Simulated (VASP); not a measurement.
```
IrPd3
1.0
    0.00000     1.93086     1.93086
    1.93086     0.00000     1.93086
    7.70040     7.70040     0.02303
Pd Ir
3 1
Direct
  0.00429   0.00429   0.99678
  0.00000   0.00000   0.25000
  0.99571   0.99571   0.50322
  0.00000   0.00000   0.75000
```

Computed with PBEsol GGA, VASP's PBE PAW potentials (set 64) (plane waves; VASP). Settings: 400 eV cut-off, 15×15×4 Γ-centred mesh, tetrahedra with Blöchl corrections, potentials Pd Ir.

The cores are frozen, which limits the accuracy of field gradients.

Give the principal components of the electric field gradient (V/Å²) and the asymmetry η at each nucleus.

```tsv
atom	Vxx	Vyy	Vzz	η
Pd1	-6.0	-6.0	12.0	0.00
Pd2	-4.6	-4.6	9.2	0.00
Pd3	-6.0	-6.0	12.0	0.00
Ir4	-30.1	-30.1	60.2	0.00
```

The structure was generated: IrPd3 was put into an ordered model structure (R-3m), which need not be its known phase. It was relaxed first.
